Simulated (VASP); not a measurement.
Runs of VASP 6.6.1 on MoI. It takes space group P4/mmm (No. 123, tetragonal). The conventional cell has a = 3.623 Å, b = 3.623 Å, c = 5.042 Å, α = 90.00°, β = 90.00°, γ = 90.00°. Around Mo (site symmetry 4/mmm) lie 4 I at 2.56 Å. I (site symmetry 4/mmm) is surrounded by 4 Mo at 2.56 Å. The cell was built by a generator and needn't be a form met in nature.

```tsv
level	gap on the mesh (eV)	pressure (GPa)	relaxed volume (Å³/atom)
PBE+D2	none	0.0	22.76
PBE	none	0.0	23.92
PBE+D3	none	0.0	(a)
PBE+TS-HI	none	0.0	23.15
PBE+D4	none	0.0	(b)
```

Alike in all rows: task relaxation of cell and atoms; potentials or basis VASP PAW PBE potentials, release 64 (Mo_sv, I); no spin polarisation; cell relaxed; k mesh 7 × 7 × 5; cutoff (eV) 600; smearing fermi-dirac 0.05 eV.

Estimate the missing entries.

(a) 23.00; (b) 22.96.

Caveats: the volume moved by over 15 % at a fixed basis, so the end points are rough; an odd number of electrons without spin polarisation forces a metal; a magnetic or distorted state may lie lower; atom-pairwise D2, TS and ULG terms overbind metals (some runs); this functional lacks dispersion, which binds the layers, so the pressure and a relaxed spacing across them are unreliable (some runs).

A k mesh can miss the band edges, and the runs leave out spin-orbit coupling on I, Mo.

A gap of «none» marks a metal or a gap under the smearing width.
